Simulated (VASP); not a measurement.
Ba2Ni3N2:

```xyz
14
Lattice="7.4325 0.0000 0.0000 0.0000 5.2233 3.5265 0.0000 -5.2233 3.5265" Properties=species:S:1:pos:R:3 pbc="T T T"
Ba    4.3915   -1.7532    3.5374
Ba    3.0410    1.7532    3.5374
Ba    0.6753   -3.4700    3.5374
Ba    6.7572    3.4700    3.5374
Ni    5.5164    0.7990    1.7519
Ni    1.9161   -0.7990    1.7519
Ni    1.8002   -0.7990    5.2784
Ni    5.6323    0.7990    5.2784
Ni    3.7163    0.0000    0.1982
Ni    0.0000    0.0000    3.7247
N     5.3709   -4.4507    3.5003
N     2.0616    4.4507    3.5003
N     1.6546   -0.7726    3.5003
N     5.7779    0.7726    3.5003
```

The cell comes from a database or a generator and needn't be the stable form of this composition.

- Program: VASP 6.6.1
- Task: relaxation of cell and atoms
- Functional: PBEsol
- Potentials or basis: VASP PAW PBE potentials, release 64 (Ba_sv, Ni, N)
- Cutoff: 600 eV
- k mesh: 6 × 6 × 6
- Occupations: methfessel-paxton, width 0.1 eV
- Spin: no spin polarisation

At the start: pressure -2.2 GPa; volume 19.56 Å³/atom.

Task: Where does the relaxation end?

Result: Over 29 steps the energy falls by 3.9 meV/atom and the volume is 19.02 Å³/atom (-2.8 %); space group Aea2 (No. 41, to 0.05 Å).

Step by step:
```tsv
step	energy change (eV)	largest force (eV/Å)	pressure (GPa)	volume (Å³)
1	0.0000	0.0667	-2.24	273.81
2	-0.0205	0.1835	1.68	263.11
3	-0.0450	0.0782	-0.04	267.58
4	-0.0514	0.0788	-0.06	266.66
5	-0.0517	0.0824	-0.01	266.38
6	-0.0526	0.0500	0.03	266.14
7	-0.0526	0.0455	0.00	266.16
8	-0.0527	0.0504	0.02	266.06
9	-0.0528	0.0219	0.02	266.10
10	-0.0530	0.0177	0.02	266.17
11	-0.0531	0.0165	-0.09	266.38
12	-0.0532	0.0171	-0.10	266.32
13	-0.0533	0.0185	0.00	266.12
14	-0.0534	0.0168	0.00	266.10
15	-0.0535	0.0142	-0.03	266.04
16	-0.0534	0.0320	0.01	265.91
17	-0.0535	0.0198	0.00	266.00
18	-0.0536	0.0149	0.03	265.98
19	-0.0537	0.0156	0.01	265.93
20	-0.0536	0.0503	0.08	265.83
21	-0.0537	0.0226	0.06	265.91
22	-0.0538	0.0170	0.05	265.95
23	-0.0538	0.0242	-0.02	266.09
24	-0.0538	0.0207	0.01	266.06
25	-0.0539	0.0181	-0.01	266.10
26	-0.0540	0.0100	-0.02	266.22
27	-0.0538	0.0146	-0.13	266.45
28	-0.0540	0.0101	-0.12	266.31
29	-0.0540	0.0094	-0.06	266.28
```

Final structure:
```
Ba Ni N
1.0
     7.34059    0.00000    0.00000
     0.00000    5.16818    3.50943
     0.00000   -5.16818    3.50943
Ba Ni N
4 6 4
Direct
  0.59252 0.33488 0.66889
  0.40748 0.66889 0.33488
  0.09252 0.16889 0.83488
  0.90748 0.83488 0.16889
  0.74245 0.32593 0.17095
  0.25755 0.17095 0.32593
  0.24245 0.67095 0.82593
  0.75755 0.82593 0.67095
  0.50000 0.02720 0.02720
  0.00000 0.52720 0.52720
  0.72323 0.07193 0.92071
  0.27677 0.92071 0.07193
  0.22323 0.42071 0.57193
  0.77677 0.57193 0.42071
```

Caveat: the PAW data sets were made with another functional, which shifts forces and pressure a little; the run has no spin polarisation, though such a crystal can be magnetic.
